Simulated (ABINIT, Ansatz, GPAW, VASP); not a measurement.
**Si (P1, 4 atoms in the cell) computed with different codes at matched settings**

Self-consistent single point, at a second geometry (lattice scaled by 0.98). First geometry:

```
Si
1.0
    3.83132     0.00000     0.00000
   -1.91566     3.31802     0.00000
    0.00000     0.00000     6.33262
Si
4
Direct
  0.32960   0.66628   0.06911
  0.66692   0.32876   0.93630
  0.65714   0.32969   0.56058
  0.34633   0.67527   0.43400
```

Shared settings, as Ansatz (a program for electronic structure) writes them: kpoints.mp_grid.grid = 7 7 4; scf.occupations.method = fermi_dirac; scf.occupations.width = 0.01 eV. Potentials and cutoffs stand in the table.

| code | model | ΔF from the first geometry (meV/atom) | pressure (GPa) | largest force (eV/Å) | cutoff |
|---|---|---|---|---|---|
| GPAW | LDA (Perdew-Wang 92), GPAW PAW datasets LDA (gpaw-data 1.0.1) | 9.3 | 4.48 | 1.053 | 600 eV |
| Ansatz | LDA (PW92), default PAW files made with PBE | 7.4 | 4.14 | 1.045 | default |
| VASP | LDA (PZ), VASP's LDA PAW potentials (set 64) | 8.4 | 4.13 | 1.049 | 300 eV |
| ABINIT | LDA (PW92), PAW (JTH v2.0 LDA PAW) | 7.2 | 4.16 | 1.048 | 544 eV |

Size of the force on each atom (eV/Å): Sizes of forces hide their directions.

| code | Si1 | Si2 | Si3 | Si4 |
|---|---|---|---|---|
| GPAW | 0.919 | 0.374 | 0.949 | 1.053 |
| Ansatz | 0.913 | 0.372 | 0.941 | 1.045 |
| VASP | 0.917 | 0.373 | 0.945 | 1.049 |
| ABINIT | 0.914 | 0.372 | 0.944 | 1.048 |

The spread over the programs that give each value: ΔF from the first geometry within 2.1 meV/atom; pressure within 0.35 GPa; largest force within 0.008 eV/Å.

Ansatz's pressure is given at a fixed set of plane waves, as the other plane-wave codes print theirs; with its correction for the finite basis it is 4.19 GPa. The same LDA comes in different parametrisations, which differ slightly.

VASP's run is marked for a possible Pulay error in its stress at this cutoff; no cutoff test was made.

The starting cell comes from a database of computed structures (which also holds hypothetical and non-ambient phases and stackings), without a prior relaxation at this level. Its atoms were displaced at random from the sites of space group no. 194. For this run, on top of that: lattice scaled by 0.98.

Left out of this page: Quantum ESPRESSO, CP2K and SIESTA (not drawn, or without a comparable value).

Keys are those of Ansatz 0.2.
